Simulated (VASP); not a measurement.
OSZICAR of a VASP run on Mo16H:

**OSZICAR**
```
       N       E                     dE             d eps       ncg     rms          rms(c)
DAV:   1    -0.169245334371E+03   -0.16925E+03   -0.28613E-02  3424   0.656E-01    0.347E-01
DAV:   2    -0.169914830615E+03   -0.66950E+00   -0.26929E+00  3476   0.630E+00    0.379E+00
DAV:   3    -0.169225399310E+03    0.68943E+00   -0.28063E+00  3680   0.549E+00    0.166E-01
DAV:   4    -0.169237094317E+03   -0.11695E-01   -0.12444E-01  2960   0.746E-01    0.131E-01
DAV:   5    -0.169237507423E+03   -0.41311E-03   -0.12707E-02  2848   0.256E-01    0.588E-02
DAV:   6    -0.169237621480E+03   -0.11406E-03   -0.19381E-03  2728   0.982E-02    0.472E-02
DAV:   7    -0.169237637124E+03   -0.15644E-04   -0.45517E-04  3072   0.327E-02    0.387E-02
DAV:   8    -0.169237631255E+03    0.58691E-05   -0.13975E-04  2832   0.158E-02    0.320E-02
DAV:   9    -0.169237608283E+03    0.22972E-04   -0.70935E-05  2816   0.239E-02    0.187E-02
DAV:  10    -0.169237602704E+03    0.55786E-05   -0.30623E-05  2880   0.145E-02    0.108E-02
DAV:  11    -0.169237599747E+03    0.29576E-05   -0.12904E-05  2360   0.947E-03    0.561E-03
DAV:  12    -0.169237599167E+03    0.57953E-06   -0.38962E-06  1520   0.582E-03
   1 F= -.16923760E+03 E0= -.16923866E+03  d E =0.319445E-02
```

Problem. Which electronic solver shows in the log?

Solution. It is blocked Davidson (ALGO = Normal, or the opening steps of other solvers). The INCAR had ALGO = Normal.

Problem. Can the final energy be trusted as converged?

Solution. The run converged. It stopped with EDIFF = 1E-6, NELM = 100 (PBE GGA, plane waves, VASP's PBE PAW potentials (set 64)). The run did not end as a converged relaxation.

The cell is a thin slab with vacuum, built from Mo (bcc): (110) face, H adsorbed.
